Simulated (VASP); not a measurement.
Data:

```yaml
crystal:
  lattice:
    - [0.00000, 3.04484, 3.04484]
    - [3.04484, 0.00000, 3.04484]
    - [3.04484, 3.04484, 0.00000]
  atoms:
    - { symbol: In, position: [0.00000, 0.00000, 0.00000] }
    - { symbol: As, position: [0.25000, 0.25000, 0.25000] }
```

Computed with PBEsol GGA, VASP's PBE PAW potentials (set 64) (plane waves; VASP). Run with 400 eV cut-off, 9×9×9 Γ-centred mesh, first-order Methfessel-Paxton smearing of 0.10 eV, potentials In_d As.

Unless said otherwise, spin-orbit coupling is left out, though it shifts the bands of the heavy elements here.

Question: Predict the energy per atom (σ→0), band gap (on the k-mesh) with the smallest direct gap where there is one.

Answer: 
* **band gap (on the k-mesh)**: none (metal, semimetal or under 0.01 eV)
* **energy per atom (σ→0)**: -4.244 eV/atom

The absolute energy has meaning only against runs of the same code, potentials and settings.

The structure was generated: InAs was put into the zinc blende type (F-43m), which need not be its known phase. It was relaxed first. The start is the result of an earlier pass.
